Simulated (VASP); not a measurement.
Output of a VASP run:

### OSZICAR
```
       N       E                     dE             d eps       ncg     rms          rms(c)
DAV:   1    -0.336400510053E+03   -0.33640E+03   -0.17586E+01   320   0.110E+01    0.108E+01
DAV:   2    -0.336522508269E+03   -0.12200E+00   -0.54108E-01   360   0.125E+00    0.718E+00
DAV:   3    -0.336488794197E+03    0.33714E-01   -0.31313E-02   352   0.323E-01    0.417E+00
DAV:   4    -0.336474998579E+03    0.13796E-01   -0.11010E-02   368   0.181E-01    0.233E+00
DAV:   5    -0.336470290468E+03    0.47081E-02   -0.26657E-03   360   0.900E-02    0.130E+00
DAV:   6    -0.336468561465E+03    0.17290E-02   -0.68804E-04   352   0.512E-02    0.714E-01
DAV:   7    -0.336467958142E+03    0.60332E-03   -0.25963E-04   344   0.324E-02    0.385E-01
DAV:   8    -0.336467758014E+03    0.20013E-03   -0.82734E-05   352   0.185E-02    0.206E-01
DAV:   9    -0.336467692755E+03    0.65259E-04   -0.23415E-05   240   0.106E-02    0.112E-01
DAV:  10    -0.336467673307E+03    0.19448E-04   -0.11722E-05   200   0.749E-03    0.577E-02
DAV:  11    -0.336467668788E+03    0.45183E-05   -0.44303E-06   192   0.436E-03
   1 F= -.33646767E+03 E0= -.33646767E+03  d E =-.450782E-15
```

File OUTCAR:
```
------------------------ aborting loop because EDIFF is reached ----------------------------------------
  volume of cell :     1355.51
      direct lattice vectors                 reciprocal lattice vectors
    11.067109208  0.000000000  0.000000000     0.090357832  0.000000000  0.000000000
     0.000000000 11.067109208  0.000000000     0.000000000  0.090357832  0.000000000
     0.000000000  0.000000000 11.067109208     0.000000000  0.000000000  0.090357832
  FREE ENERGIE OF THE ION-ELECTRON SYSTEM (eV)
  ---------------------------------------------------
  free  energy   TOTEN  =      -336.4676687883 eV

  energy  without entropy=     -336.4676687883  energy(sigma->0) =     -336.46766879

  exchange ACFDT corr.  =         0.00000000  see jH, gK, PRB 81, 115126
```
(Selected blocks of OUTCAR.)

**POSCAR**
```
Ga33P31
1
   11.0671092084     0.0000000000     0.0000000000
    0.0000000000    11.0671092084     0.0000000000
    0.0000000000     0.0000000000    11.0671092084
Ga P
33 31
Direct
  0.4985515038   0.9996085600   0.9995115361
  0.7531706196   0.2513050823   0.9966789727
  0.7526227035   0.9978685827   0.2522058281
  0.0011801514   0.9987732185   0.0008423534
  0.2497266957   0.2491008673   0.0003994778
  0.5006968226   0.5034479798   0.9968301300
  0.7503267474   0.7507816505   0.9977864902
  0.2502921582   0.0013610787   0.2502407049
  0.4913019425   0.2401562391   0.2358056150
  0.6356150401   0.3852842695   0.3880427582
  0.7451352985   0.4961591615   0.2383365913
  0.5028299661   0.9988672839   0.5022975612
  0.7491679102   0.2415981617   0.4997335265
  0.7512338757   0.9974185680   0.7508763301
  0.0013555798   0.5001647626   0.9976291741
  0.2484424266   0.7511499675   0.0008377197
  0.9980033911   0.2499131118   0.2504979771
  0.2481142116   0.5026897341   0.2530655280
  0.4985869313   0.7495256492   0.2504549760
  0.0017818485   0.9975576431   0.5005871115
  0.2491655018   0.2535171389   0.5019790293
  0.4939169386   0.4999962124   0.5002463722
  0.7488431352   0.7476694987   0.4997334516
  0.2502506613   0.0005403914   0.7504838106
  0.5000879273   0.2507226421   0.7488372443
  0.7495478925   0.4995916911   0.7478899991
  0.9991632390   0.7487744070   0.2511790974
  0.9965932177   0.4988652944   0.4997629661
  0.2478714358   0.7509502412   0.5006073173
  0.0017698941   0.2492057832   0.7504076507
  0.2473677374   0.5009737858   0.7508010419
  0.4991421672   0.7520335181   0.7513025355
  0.9991038108   0.7488797020   0.7493038872
  0.6296699529   0.1244630856   0.1238336889
  0.8785736251   0.3747147816   0.1200624517
  0.8788109117   0.1204230564   0.3761656106
  0.1251857815   0.1257100016   0.1262545205
  0.3751554346   0.3795861872   0.1250553506
  0.6237068548   0.6295320203   0.1202255564
  0.8756815766   0.8737454327   0.1248017531
  0.3779843541   0.1280343941   0.3781574404
  0.8718390060   0.6223849040   0.3730168652
  0.6259062332   0.1207835706   0.6297809250
  0.8756051011   0.3723886708   0.6262491647
  0.8769894072   0.1230983471   0.8745020012
  0.1242100522   0.6252450949   0.1250077165
  0.3745973520   0.8763082979   0.1258723098
  0.1235511737   0.3751174269   0.3749660565
  0.3712225600   0.6287057175   0.3764771469
  0.6247494491   0.8739698818   0.3748868496
  0.1260357272   0.1244558655   0.6247432808
  0.3711353171   0.3767831928   0.6291572567
  0.6227897076   0.6269117210   0.6271734938
  0.8750497807   0.8732200682   0.6242046531
  0.3755247207   0.1260979555   0.8756184821
  0.6248110944   0.3754175812   0.8741079070
  0.8748183199   0.6243444558   0.8739272941
  0.1261251055   0.8756698610   0.3754030335
  0.1229219912   0.6246823952   0.6241925606
  0.3740401487   0.8756619638   0.6251896778
  0.1264938239   0.3752684314   0.8760900354
  0.3725213679   0.6270602869   0.8747506988
  0.6256054053   0.8764307970   0.8763567814
  0.1248032815   0.8749796757   0.8744476723
```

### Question
Write an INCAR and KPOINTS that could have produced this output.

### Answer
This is not unique; one that fits is the input of the run itself, HSE06 screened hybrid, plane waves, VASP's PBE PAW potentials (set 64).

**INCAR**
```
SYSTEM=Ga33P31
PREC=Normal; ENCUT=400; LREAL=Auto
LASPH=T; ISYM=0
EDIFF=1E-5; NELM=50; NELMIN=4
ALGO=Normal; LMAXMIX=4
ISMEAR=0; SIGMA=0.05
GGA=PE; LHFCALC=T; AEXX=0.25
HFSCREEN=0.2; PRECFOCK=Fast
ISIF=0
LWAVE=F; LCHARG=F
```

File KPOINTS:
```
Automatic mesh
0
Gamma
1 1 1
0 0 0
```

POTCAR, in this order: Ga P (PBE.64 set). Program: vasp_gam. Read from the step before: WAVECAR.

The supercell is sampled at Γ alone, which is coarse: total energies, pressure and levels can be off, energies of defects by several tenths of an eV.

The cell is a supercell with a defect, built from GaP (zinc blende): Ga_P. The cell's shape comes from a PBE relaxation. The run is not spin-polarised, so no state with unpaired spins was tried.
